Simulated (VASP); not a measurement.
```
MgI2
1.0
    4.10155     0.00000     0.00000
   -2.05078     3.55205     0.00000
    0.00000     0.00000    17.33512
Mg I
1 2
Direct
  0.00000   0.00000   0.50000
  0.33333   0.66667   0.59620
  0.66667   0.33333   0.40381
```

Method: PBE GGA, VASP's PBE PAW potentials (set 64) (plane waves; VASP). Numerical set-up: 300 eV cut-off, 8×8×1 Γ-centred mesh, first-order Methfessel-Paxton smearing of 0.27 eV, potentials Mg I.

The cell holds a wide vacuum, so values per volume refer to the whole cell.

Q: Give the force on each atom (eV/Å).

A: 
| atom | Fx | Fy | Fz |
|---|---|---|---|
| Mg1 | 0.000 | 0.000 | 0.000 |
| I2 | 0.000 | 0.000 | 0.209 |
| I3 | 0.000 | 0.000 | -0.209 |

Q: Give the stress tensor in GPa (positive for a compressed cell).

A: 
```
0.76  0.00  0.00
0.00  0.76  0.00
0.00  0.00  0.44
```
The pressure is its mean diagonal, 0.65 GPa.

The cell is a sheet with vacuum, built from a generated structure.
